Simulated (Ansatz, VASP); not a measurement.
**SiC (Moissanite 6O SiC) in two plane-wave programs**

Aim: how closely do two programs agree when they are given the same cell, functional and k mesh? The cell is taken from a series of runs on this material, whose earlier steps may have relaxed, scaled, displaced or heated it; both programs get it as it stands.

Main program and level: Ansatz 0.2.0; plane waves, with VASP 6.6.1 beside it; PBE.

### 1. The starting structure

The structure is orthorhombic, space group Cmc2_1 (No. 36). Conventional cell: a = 3.078 Å, b = 5.335 Å, c = 15.122 Å, α = 90.00°, β = 90.00°, γ = 90.00°. Nearest to Si lie 4 C at 1.87 to 1.92 Å. Nearest to Si lie 4 C at 1.87 to 1.91 Å. Nearest to C lie 4 Si at 1.87 to 1.91 Å. Nearest to C lie 4 Si at 1.87 to 1.92 Å. C has 4 Si at 1.87 to 1.92 Å nearest. Farther neighbours are not listed.

### 2. VASP: single point, PBE

With cell and atoms fixed, the geometry can't cause a difference; cores, projectors, grids and the points listed under the comparison can.

Lines of VASP's logs that name or quote its potential files are left out, and so is its time.

Input file INCAR:

```
SYSTEM = SiC
PREC = Accurate
ENCUT = 600
EDIFF = 1E-06
NELM = 120
ISMEAR = -1
SIGMA = 0.05
LREAL = .FALSE.
ALGO = Normal
GGA = PE
NBANDS = 36
LORBIT = 11
LWAVE = .FALSE.
LCHARG = .FALSE.
ISIF = 2
LASPH = .TRUE.
GGA_COMPAT = .FALSE.
EFERMI = MIDGAP
KPAR = 2
```

Input file POSCAR:

```
SiC
1.0
    1.5389000000     -2.6675000000      0.0000000000
    1.5389000000      2.6675000000      0.0000000000
    0.0000000000      0.0000000000     15.1219000000
Si C
6 6
Direct
    0.1643000000      0.8357000000      0.8087600000
    0.8357000000      0.1643000000      0.3087600000
    0.4993000000      0.5007000000      0.9759000000
    0.5007000000      0.4993000000      0.4759000000
    0.8327000000      0.1673000000      0.6420000000
    0.1673000000      0.8327000000      0.1420000000
    0.1710000000      0.8290000000      0.6832000000
    0.8290000000      0.1710000000      0.1832000000
    0.8400000000      0.1600000000      0.5183000000
    0.1600000000      0.8400000000      0.0183000000
    0.5040000000      0.4960000000      0.8497000000
    0.4960000000      0.5040000000      0.3497000000
```

Input file KPOINTS:

```
Automatic mesh
0
Gamma
8 8 2
0 0 0
```

Potentials, in the order of the species: Si and C (PBE family, release 64).

Command:

```bash
$ mpirun -np 2 vasp_std
```

Numbers of over 12 decimals in the logs are rounded to 6 here.

The program printed:

```text
[banner, memory and clock lines left out]
running    2 mpi-ranks, on    1 nodes
 distrk:  each k-point on    1 cores,    2 groups
 distr:  one band on    1 cores,    1 groups

 POSCAR found type information on POSCAR SiC
 POSCAR found :  2 types and      12 ions
 LDA part: xc-table for (Slater+PW92), standard interpolation
 POSCAR, INCAR and KPOINTS ok, starting setup
 FFT: planning ... GRIDC
 FFT: planning ... GRID_SOFT
 FFT: planning ... GRID
 WAVECAR not read
 entering main loop
       N       E                     dE             d eps       ncg     rms          rms(c)
DAV:   1     0.137822872707E+03    0.13782E+03   -0.23779E+04  3024   0.135E+03
DAV:   2    -0.887226514890E+02   -0.22655E+03   -0.21132E+03  3936   0.220E+02
DAV:   3    -0.101246761151E+03   -0.12524E+02   -0.12433E+02  3976   0.488E+01
DAV:   4    -0.101438463292E+03   -0.19170E+00   -0.19129E+00  3888   0.689E+00
DAV:   5    -0.101442464256E+03   -0.40010E-02   -0.39972E-02  3864   0.960E-01    0.216E+01
DAV:   6    -0.905901110559E+02    0.10852E+02   -0.31896E+01  3724   0.209E+01    0.963E+00
DAV:   7    -0.903415810591E+02    0.24853E+00   -0.32227E+00  4004   0.684E+00    0.412E+00
DAV:   8    -0.902963563187E+02    0.45225E-01   -0.19692E-01  3656   0.179E+00    0.129E+00
DAV:   9    -0.902918460094E+02    0.45103E-02   -0.28363E-02  3772   0.784E-01    0.182E-01
DAV:  10    -0.902925309913E+02   -0.68498E-03   -0.22904E-03  3756   0.206E-01    0.955E-02
DAV:  11    -0.902926763908E+02   -0.14540E-03   -0.30717E-04  3524   0.956E-02    0.190E-02
DAV:  12    -0.902926777215E+02   -0.13307E-05   -0.12742E-05  3980   0.164E-02    0.819E-03
DAV:  13    -0.902926790389E+02   -0.13174E-05   -0.13876E-06  2532   0.596E-03    0.251E-03
DAV:  14    -0.902926796445E+02   -0.60561E-06   -0.33700E-07  2128   0.246E-03
   1 F= -.90292680E+02 E0= -.90292680E+02  d E =-.466680E-09
```

From OUTCAR (step 2):

```text
ion  position               nearest neighbor table
   1  0.164  0.836  0.809-  11 1.87  11 1.87   7 1.90  11 1.92   5 3.08   3 3.09   3 3.09   5 3.09
                             5 3.09   3 3.10
   2  0.836  0.164  0.309-  12 1.87  12 1.87   8 1.90  12 1.92   6 3.08   4 3.09   4 3.09   6 3.09
                             6 3.09   4 3.10
   3  0.499  0.501  0.976-  10 1.87  10 1.87  11 1.91  10 1.92   6 3.07   6 3.08   6 3.08   1 3.09
                             1 3.09   1 3.10
   4  0.501  0.499  0.476-   9 1.87   9 1.87  12 1.91   9 1.92   5 3.07   5 3.08   5 3.08   2 3.09
                             2 3.09   2 3.10
   5  0.833  0.167  0.642-   7 1.87   7 1.87   9 1.87   7 1.91   4 3.07   4 3.08   4 3.08   1 3.08
                             1 3.09   1 3.09
   6  0.167  0.833  0.142-   8 1.87   8 1.87  10 1.87   8 1.91   3 3.07   3 3.08   3 3.08   2 3.08
                             2 3.09   2 3.09
   7  0.171  0.829  0.683-   5 1.87   5 1.87   1 1.90   5 1.91
   8  0.829  0.171  0.183-   6 1.87   6 1.87   2 1.90   6 1.91
   9  0.840  0.160  0.518-   5 1.87   4 1.87   4 1.87   4 1.92
  10  0.160  0.840  0.018-   6 1.87   3 1.87   3 1.87   3 1.92
  11  0.504  0.496  0.850-   1 1.87   1 1.87   3 1.91   1 1.92
  12  0.496  0.504  0.350-   2 1.87   2 1.87   4 1.91   2 1.92

  LATTYP: Found a base centered orthorhombic cell.
 ALAT       =     3.0778000000
 B/A-ratio  =     1.7333809864
 C/A-ratio  =     4.9132172331

 Subroutine GETGRP returns: Found  4 space group operations
 (whereof  2 operations were pure point group operations)

The static configuration has the point symmetry C_1h.
 The point group associated with its full space group is C_2v.

 Found     42 irreducible k-points:

   k-points           NKPTS =     42   k-points in BZ     NKDIM =     42   number of bands    NBANDS=     36

   dimension x,y,z NGX =    28 NGY =   28 NGZ =  126
   dimension x,y,z NGXF=    56 NGYF=   56 NGZF=  252

   ENCUT  =  600.0 eV  44.10 Ry    6.64 a.u.   6.15  6.15 30.20*2*pi/ulx,y,z

   NELECT =      48.0000    total number of electrons

 k-points in reciprocal lattice and weights: Automatic mesh
   0.00000000  0.00000000  0.00000000       0.008
   0.12500000  0.00000000  0.00000000       0.031
   0.25000000  0.00000000  0.00000000       0.031
   0.37500000  0.00000000  0.00000000       0.031
   0.50000000  0.00000000  0.00000000       0.016
   0.12500000  0.12500000  0.00000000       0.016
   0.25000000  0.12500000  0.00000000       0.031
   0.37500000  0.12500000  0.00000000       0.031
   0.50000000  0.12500000  0.00000000       0.031
[...]
-0.37500000  0.37500000  0.50000000       0.016
   0.50000000  0.50000000  0.50000000       0.008

 average (electrostatic) potential at core
       1 -80.3580       2 -80.3580       3 -80.4619       4 -80.4619       5 -80.3148
       6 -80.3148       7 -44.7322       8 -44.7322       9 -44.8443      10 -44.8443
      11 -44.7842      12 -44.7842

 E-fermi :   9.1937

 k-point     1 :       0.0000    0.0000    0.0000
  band No.  band energies     occupation
    ...
     20       7.8845      2.00000
     21       7.9287      2.00000
     22       8.0400      2.00000
     23       8.1454      2.00000
     24       8.2552      2.00000
     25      13.3393      0.00000
     26      13.4965      0.00000
     27      13.9373      0.00000
     28      14.4427      0.00000
     29      14.4571      0.00000
    ...

 k-point     2 :       0.1250    0.0000    0.0000
  band No.  band energies     occupation
    ...
     20       7.1859      2.00000
     21       7.6309      2.00000
     22       7.6345      2.00000
     23       7.9649      2.00000
     24       8.0958      2.00000
     25      13.4169      0.00000
     26      13.7458      0.00000
     27      13.8328      0.00000
     28      14.3998      0.00000
     29      14.6705      0.00000
    ...

 k-point     3 :       0.2500    0.0000    0.0000
  band No.  band energies     occupation
    ...
     20       6.5088      2.00000
     21       7.0447      2.00000
     22       7.0806      2.00000
     23       7.4610      2.00000
     24       7.6791      2.00000
     25      11.8455      0.00000
     26      12.0842      0.00000
     27      12.5501      0.00000
     28      13.1456      0.00000
     29      13.9196      0.00000
    ...

  Total        4.1433507      1.1531174      2.0910715      0.0000000      0.0000000      0.0000000
  in kB       53.4701120     14.8810273     26.9853636      0.0000000      0.0000000      0.0000000
  external PRESSURE =      31.7788343 kB  Pullay stress =       0.0000000 kB

  energy-cutoff  :      600.00
  volume of cell :      124.15
      direct lattice vectors                 reciprocal lattice vectors
     1.538900000 -2.667500000  0.000000000     0.324907401 -0.187441425  0.000000000
     1.538900000  2.667500000  0.000000000     0.324907401  0.187441425  0.000000000
     0.000000000  0.000000000 15.121900000     0.000000000  0.000000000  0.066129256

 POSITION                                       TOTAL-FORCE (eV/Angst)
 -----------------------------------------------------------------------------------
      1.53890      1.79096     12.22999         0.000000     -0.652197     -0.217454
      1.53890     -1.79096      4.66904         0.000000      0.652197     -0.217454
      1.53890      0.00373     14.75746         0.000000      0.446757     -0.105997
      1.53890     -0.00373      7.19651         0.000000     -0.446757     -0.105997
      1.53890     -1.77495      9.70826         0.000000     -0.511465      0.223253
      1.53890      1.77495      2.14731         0.000000      0.511465      0.223253
      1.53890      1.75522     10.33128         0.000000      0.522563      0.217418
      1.53890     -1.75522      2.77033         0.000000     -0.522563      0.217418
      1.53890     -1.81390      7.83768         0.000000      0.597514     -0.413418
      1.53890      1.81390      0.27673         0.000000     -0.597514     -0.413418
      1.53890     -0.02134     12.84908         0.000000      0.611763      0.296198
      1.53890      0.02134      5.28813         0.000000     -0.611763      0.296198
 -----------------------------------------------------------------------------------
    total drift:                               -0.000000     -0.000000      0.000119

  FREE ENERGIE OF THE ION-ELECTRON SYSTEM (eV)
  ---------------------------------------------------
  free  energy   TOTEN  =       -90.2926796445 eV

  energy  without entropy=      -90.2926796440  energy(sigma->0) =      -90.29267964

 total charge
# of ion       s       p       d       tot
------------------------------------------
    1        0.708   0.969   0.000   1.677
    2        0.708   0.969   0.000   1.677
    3        0.707   0.965   0.000   1.672
    4        0.707   0.965   0.000   1.672
    5        0.708   0.979   0.000   1.687
    6        0.708   0.979   0.000   1.687
    7        0.836   1.710   0.000   2.545
    8        0.836   1.710   0.000   2.545
    9        0.837   1.712   0.000   2.549
   10        0.837   1.712   0.000   2.549
   11        0.836   1.708   0.000   2.545
   12        0.836   1.708   0.000   2.545
--------------------------------------------------
tot          9.265  16.085   0.000  25.350

[... 3 further parts left out ...]
```

The run ends at a pressure of 3.18 GPa, with forces up to 0.73 eV/Å.

### 3. Ansatz: single point, PBE

Ansatz runs on its default PAW (the set named soft_2) files.

The same cell, functional, mesh and smearing now go to Ansatz, which takes its cutoff from its data sets.

Input file input.yaml:

```yaml
crystal:
  lattice:
    - [1.5389, -2.6675, 0.0]
    - [1.5389, 2.6675, 0.0]
    - [0.0, 0.0, 15.1219]
  atoms:
    - { symbol: Si, position: [0.1643, 0.8357, 0.80876] }
    - { symbol: Si, position: [0.8357, 0.1643, 0.30876] }
    - { symbol: Si, position: [0.4993, 0.5007, 0.9759] }
    - { symbol: Si, position: [0.5007, 0.4993, 0.4759] }
    - { symbol: Si, position: [0.8327, 0.1673, 0.642] }
    - { symbol: Si, position: [0.1673, 0.8327, 0.142] }
    - { symbol: C, position: [0.171, 0.829, 0.6832] }
    - { symbol: C, position: [0.829, 0.171, 0.1832] }
    - { symbol: C, position: [0.84, 0.16, 0.5183] }
    - { symbol: C, position: [0.16, 0.84, 0.0183] }
    - { symbol: C, position: [0.504, 0.496, 0.8497] }
    - { symbol: C, position: [0.496, 0.504, 0.3497] }
kpoints:
  mp_grid: { grid: [8, 8, 2] }
  band_path:
    path:
      - [[0.0, 0.0, 0.0], [0.33320548, 0.33320548, 0.0], [0.0, 0.5, 0.0], [0.0, 0.5, 0.5], [0.33320548, 0.33320548, 0.5], [0.0, 0.0, 0.5], [0.0, 0.0, 0.0], [-0.5, 0.5, 0.0], [-0.33320548, 0.66679452, 0.0], [-0.33320548, 0.66679452, 0.5], [-0.5, 0.5, 0.5], [-0.5, 0.5, 0.0]]
      - [[0.0, 0.0, 0.5], [-0.5, 0.5, 0.5]]
    npoints: 5
scf:
  occupations: { method: fermi_dirac, width: 0.05 }
  n_extra_bands: 16
hamiltonian:
  xc: pbe
  pseudopotentials: { kind: paw }
output:
  forces: true
  stress: true
  populations: true
  write_bands: true
```

Command:

```bash
$ ansatz run input.yaml --threads 4 --pin off --max-ram 8192MiB --backend cpu --events-out ev --progress --plain --runs-dir out
```

The program printed:

```text
scf.n_extra_bands = 16 over 24 filled bands (N_el = 48.0): the run solves 40 bands
Engine: ansatz 0.2.0, aarch64-unknown-linux-gnu
Pseudopotentials: kind: paw
Pseudopotential: Si, paw, valence charge 4, recommended cutoff 420 eV (normal), Si.paw.azcp
Pseudopotential: C, paw, valence charge 4, recommended cutoff 420 eV (normal), C.paw.azcp
Functional definition: PBE
  parameter kappa = 0.804
  parameter beta = 0.066725
  exchange = pbe_x(kappa = kappa, mu = beta*pi^2/3)
  correlation = pbe_c(beta = beta)
Crystal: 12 atoms, lattice volume = 124.151 Å³
Basis set: ecut = 420 eV, 2415 PW (Γ), exchange–correlation on 48×48×216 points (8 copies of the dense FFT grid, shifted against one another)
Bands: 40, of which v1, the nominal top of the filled ones, is band 24 counted from 1 (23 counted from 0)
Symmetry: 4 space group operations
Space group: Cmc21 (ITA 36), of the structure as read, at distance tolerance 5.0e-5 Å
k-points: 42 of 128
Non-local potential: Si, projectors of the file, l = 0: 2, l = 1: 2, l = 2: 2
Non-local potential: C, projectors of the file, l = 0: 2, l = 1: 2, l = 2: 1
PAW form: soft (Blöchl's): semilocal exchange-correlation on the pseudo side does not see the compensation charge
PAW one-centre angular grid: Si, 110 points (default); XC on 64 Gauss nodes
PAW one-centre angular grid: C, 110 points (default); XC on 64 Gauss nodes
Initial density: superposition of atomic densities (neutral atoms: chi_scale 0, normalization atom), corrected by the library's trained network
Initial wavefunctions: pseudopotential atomic-orbital guess
Functional: x = pbe(κ = 0.804, μ = 0.219515), c = pbe(β = 0.066725)
SCF iter   1: F=—  HF=-5322.879662 eV  |F-HF|=—  |Δ(HF+E_count)|=         —  Δρ=2.64e-3  dr2=9.05e-3  ethr=1.77e-3  ⟨swp⟩=6.1  Hψ=8299  notcnv=0  defer=119
preconditioner: auto → none  [insulator: Δε(μ)=1.853 eV  Ē_g=12.659 eV  σ=0.050 eV  W_gap=1.00  n_scr=10 (ndim 8)  ℏωp=23.1 eV  f_vac=0.000  D(μ)=0.00/eV (n_scr^D=0)  ε∞_Penn≈4.3]
SCF iter   2: F=—  HF=-5322.879425 eV  |F-HF|=—  |Δ(HF+E_count)|=   2.37e-4  Δρ=7.60e-4  dr2=4.18e-4  ethr=1.88e-5  ⟨swp⟩=2.5  Hψ=2895  notcnv=0  defer=237
SCF iter   3: F=—  HF=-5322.879719 eV  |F-HF|=—  |Δ(HF+E_count)|=   2.94e-4  Δρ=2.57e-4  dr2=3.49e-5  ethr=8.70e-7  ⟨swp⟩=2.5  Hψ=2336  notcnv=0  defer=237
SCF iter   4: F=—  HF=-5322.879869 eV  |F-HF|=—  |Δ(HF+E_count)|=   1.50e-4  Δρ=2.52e-5  dr2=1.14e-6  ethr=7.27e-8  ⟨swp⟩=2.0  Hψ=2199  notcnv=0  defer=237
SCF iter   5: F=—  HF=-5322.879869 eV  |F-HF|=—  |Δ(HF+E_count)|=   3.90e-7  Δρ=9.23e-6  dr2=1.92e-7  ethr=2.38e-9  ⟨swp⟩=2.0  Hψ=1994  notcnv=0  defer=237
SCF iter   6: F=-5322.879869 eV  HF=-5322.879869 eV  |F-HF|=6.57e-9  |Δ(HF+E_count)|=   3.76e-8  Δρ=2.32e-6  dr2=4.43e-9  ethr=2.08e-10  ⟨swp⟩=10.6  Hψ=8018  notcnv=0
SCF 1 converged in 6 iterations: F = -5322.879869 eV  dr2 = 4.43e-9
  greatest PAW one-centre occupation: 0.646 electrons in one spin orbital (limit 2), on the C atom at site 9 (counted from 0), in its partial waves of l = 0
NSCF: frozen V_eff on 62 k-points
SCF converged after 6 iterations
Free energy (F): -5322.879869 eV
Harris-Foulkes:  -5322.879869 eV  (|F-HF|=6.57e-9)
Internal energy: -5322.879869 eV  (E = F + TS)
E sigma→0 (E₀):  -5322.879869 eV
Fermi energy:    10.558333 eV
--- Per-component energies (eV) ---
  E_band       = 172.106978
  E_kinetic    = 814.445569
  E_local      = -628.512087  (includes V_loc(G=0)·N_el)
  E_nonlocal   = 311.121066
  E_hartree    = 193.319714
  E_xc         = -633.089564
  E_vxc        = -656.312264  (∫ρ·V_xc dr)
  E_paw        = -3672.534802  (= ΣΔE_a)
  E_vpaw       = -55.274632  (= ΣTr[D̂ρ^β])
  E_aug_tail   = 0.000075  (compensation charges beyond the density's cutoff)
  E_ewald      = -1707.629840
  E_smearing   = -0.000000  (= −TS)
  E_closure    = -0.000000  (closes the sum)
  Σ components = -5322.879869   (vs F -5322.879869, Δ=0.00e0)
--- Forces (eV/Å), atoms counted from 1 ---
  atom   1  Si     0.00000000    -0.65237725    -0.21812993
  atom   2  Si     0.00000000     0.65237725    -0.21812993
  atom   3  Si     0.00000000     0.44711345    -0.10800741
  atom   4  Si     0.00000000    -0.44711345    -0.10800741
  atom   5  Si     0.00000000    -0.51168132     0.22550522
  atom   6  Si     0.00000000     0.51168132     0.22550522
  atom   7  C      0.00000000     0.52279386     0.21754602
  atom   8  C      0.00000000    -0.52279386     0.21754602
  atom   9  C      0.00000000     0.59751978    -0.41424545
  atom  10  C      0.00000000    -0.59751978    -0.41424545
  atom  11  C      0.00000000     0.61190913     0.29732669
  atom  12  C      0.00000000    -0.61190913     0.29732669
  max |Σ_I F_I| component: 9.70e-6 eV/Å
--- Stress (GPa, compression-positive) ---
        5.544124       0.000000       0.000000
        0.000000       1.681430       0.000000
        0.000000       0.000000       2.896319
  P = ⅓ Tr σ = 3.3740 GPa (33.740 kbar)
--- Band table (eV; the first three rows and the last of 42) ---
  k-point 0: bands = [... 20 lower, 9.3016, 9.4131, 9.5193, 9.6285, 14.7064, 14.8629, 15.3048, 15.7976, ... 12 higher]
  k-point 1: bands = [... 20 lower, 9.3166, 9.3166, 9.5361, 9.5361, 14.7699, 14.7699, 15.5288, 15.5288, ... 12 higher]
  k-point 2: bands = [... 20 lower, 9.0046, 9.0075, 9.3386, 9.4693, 14.7890, 15.1172, 15.2049, 15.7705, ... 12 higher]
  k-point 41: bands = [... 20 lower, 7.8229, 7.8229, 8.1397, 8.1397, 11.5807, 11.5807, 12.9206, 12.9206, ... 12 higher]
--- Löwdin populations: 12 sites ---
  site symbol       q [e]
     0     Si      2.9306
     1     Si      2.9306
     2     Si      2.9489
     3     Si      2.9489
     4     Si      2.9389
     5     Si      2.9389
     6      C      4.9784
     7      C      4.9784
     8      C      4.9813
     9      C      4.9813
    10      C      4.9890
    11      C      4.9890
  spilling = 0.009705 (of n_electrons = 48.000000)
```

### 4. Side by side

Known differences besides the potentials themselves: the cutoff is 420 eV in Ansatz and 600 eV in VASP. Total energies have different zeros and are not compared.

Compared:

| quantity | Ansatz | VASP | difference |
| --- | --- | --- | --- |
| pressure (GPa) | 3.37 | 3.18 | +0.20 |
| gap on the k mesh (eV) | 1.878 | 1.877 | +0.001 |

Forces on 10 of the 12 atoms, those with the largest forces and the largest differences (eV/Å; atoms numbered as in POSCAR):

| atom | Ansatz x, y, z | VASP x, y, z |
| --- | --- | --- |
| Si1 | 0.000, -0.652, -0.218 | 0.000, -0.652, -0.217 |
| Si2 | 0.000, 0.652, -0.218 | 0.000, 0.652, -0.217 |
| Si4 | 0.000, -0.447, -0.108 | 0.000, -0.447, -0.106 |
| Si5 | 0.000, -0.512, 0.226 | 0.000, -0.511, 0.223 |
| Si6 | 0.000, 0.512, 0.226 | 0.000, 0.511, 0.223 |
| C7 | 0.000, 0.523, 0.218 | 0.000, 0.523, 0.217 |
| C9 | 0.000, 0.598, -0.414 | 0.000, 0.598, -0.413 |
| C10 | 0.000, -0.598, -0.414 | 0.000, -0.598, -0.413 |
| C11 | 0.000, 0.612, 0.297 | 0.000, 0.612, 0.296 |
| C12 | 0.000, -0.612, 0.297 | 0.000, -0.612, 0.296 |

The forces differ by 0.8 meV/Å r.m.s., which is 0.2 % of the r.m.s. force of 0.358 eV/Å (both taken over all components). A gap on the mesh is an upper bound, since the band edges may lie between its points.

### 5. Summary of results

```yaml
r_m_s_force_difference_single_point_pbe: 0.23 % of the r.m.s. force
```

**Reading.** The r.m.s. force difference is 0.23 % of the r.m.s. force (single point, PBE), within the 3 % picked in this series as the mark of a large difference. Such differences can come from data sets, numerical settings and the points named under the comparisons, not from the functional's error against experiment.

[Lines on the potential files, build, host, timing and source positions are cut from VASP's logs without a mark.]

[Logs are printed without paths, hosts, clocks, repeated set-up lines and the standing remarks that a program may print on its own settings, such as how far it seeks lower states.]

[Hosts, paths, dates, database ids (printed as entryN), source tags and the programs' standing remarks are cut or masked in the printed files.]
